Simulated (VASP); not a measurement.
Input:

```xyz
4
Lattice="3.9995 0.0000 0.0000 0.0000 3.9995 0.0000 0.0000 0.0000 5.2598" Properties=species:S:1:pos:R:3 pbc="T T T"
Pb     1.9153    -0.0894     1.0914
Pb     0.0094     2.1254     4.1464
O      2.0350     1.9390     0.0168
O      0.0398     0.0245     0.0052
```

Calculation: LDA (Ceperley-Alder, Perdew-Zunger), VASP's LDA PAW potentials (set 64) (plane waves; VASP). Run with 400 eV cut-off, 7×7×5 Γ-centred mesh, Fermi-Dirac smearing of 0.050 eV, potentials Pb_d O.

At this cut-off the stress carries a Pulay error, which pulls relaxed volumes low.

Problem. Give the force on each atom (eV/Å).

Solution. 
```
atom      Fx      Fy      Fz
----  ------  ------  ------
Pb1    0.766   0.475   1.485
Pb2   -0.045  -0.814  -1.003
O3    -0.119   0.201  -0.283
O4    -0.603   0.138  -0.199
```

Problem. Give the stress tensor in GPa (positive for a compressed cell).

Solution. 
```
-0.69   0.08   1.65
 0.08  -0.71   2.58
 1.65   2.58   1.12
```
The pressure is its mean diagonal, -0.09 GPa.

The structure comes from a computed database's PbO entry; how it stands against other phases isn't given here. The cell was not relaxed at this level, atoms are displaced from their ideal sites.
